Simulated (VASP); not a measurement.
Given:

```xyz
5
Lattice="4.1861 0.0000 0.0000 -2.0931 3.6253 0.0000 0.0000 0.0000 7.1797" Properties=species:S:1:pos:R:3 pbc="T T T"
Sr     0.0000     0.0000     0.0000
Zn     2.0931     1.2084     2.6623
Zn     0.0000     2.4169     4.5173
As     2.0931     1.2084     5.2424
As     0.0000     2.4169     1.9373
```

All values below come from PBEsol GGA with spin-orbit coupling, VASP's PBE PAW potentials (set 64) (plane waves; VASP 6.6.1). Numerical set-up: 400 eV cut-off, 6×6×3 Γ-centred mesh, Gaussian smearing of 0.050 eV, potentials Sr_sv Zn As.

**Question.** Give the energies of bands 35 to 48 at the high-symmetry points, in eV from the valence-band maximum.

**Answer.** 
```tsv
band	Γ	M	K	A	L	H
35	-1.56	-4.75	-5.20	-2.35	-5.30	-5.23
36	-1.56	-4.75	-5.20	-2.35	-5.30	-5.23
37	-1.42	-2.92	-4.41	-1.10	-2.95	-3.97
38	-1.42	-2.92	-4.41	-1.10	-2.95	-3.97
39	-0.34	-2.50	-2.42	-0.94	-2.76	-2.98
40	-0.34	-2.50	-2.42	-0.94	-2.76	-2.98
41	-0.06	-2.40	-2.39	-0.93	-1.29	-2.12
42	-0.06	-2.40	-2.39	-0.93	-1.29	-2.12
43	0.00	-1.62	-2.25	-0.80	-1.10	-2.10
44	0.00	-1.62	-2.25	-0.80	-1.10	-2.10
45	0.21	0.48	2.95	0.23	0.81	1.83
46	0.21	0.48	2.95	0.23	0.81	1.83
47	0.69	2.61	3.04	1.55	1.35	1.86
48	0.69	2.61	3.04	1.55	1.35	1.86
```

The gap is direct, 0.21 eV, from the valence maximum at Γ to the conduction minimum at Γ.

The structure comes from a computed database's SrZn2As2 entry (P-3m1); how it stands against other phases isn't given here. It was relaxed first.
